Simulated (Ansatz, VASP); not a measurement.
GeP4 in VASP and in Ansatz

```
Ge P
1.0
    -2.87018    2.87018    2.87018
     2.87018   -2.87018    2.87018
     2.87018    2.87018   -2.87018
Ge P
1 4
Direct
  0.00000 0.00000 0.00000
  0.00000 0.00000 0.50000
  0.50000 0.00000 0.00000
  0.00000 0.50000 0.00000
  0.50000 0.50000 0.50000
```

Change from the starting cell: species swapped into the Hg4Pt type (Im-3m, No. 229).

Alike in both runs: functional PBE; k mesh 10 × 10 × 10; occupations gaussian, width 0.1 eV; no spin polarisation.

Ansatz relaxed the structure, and its values are those at the end. VASP's run is a single point on that final structure, the one shown.

```csv
,VASP,Ansatz
version,VASP 6.6.1,Ansatz 0.2.0
potentials or method,"VASP PAW PBE potentials, release 64 (Ge_d, P)","scalar-relativistic, plane waves, PAW"
plane-wave cutoff (eV),520,420
valence electrons in the cell,34,34
```

```csv
,VASP,Ansatz,Ansatz less VASP
gap on the k mesh at the Fermi level (eV),none,none,-
pressure (GPa),0.0,0.0,+0.04
```

A gap of «none» marks a metal or a gap that the smearing closes.
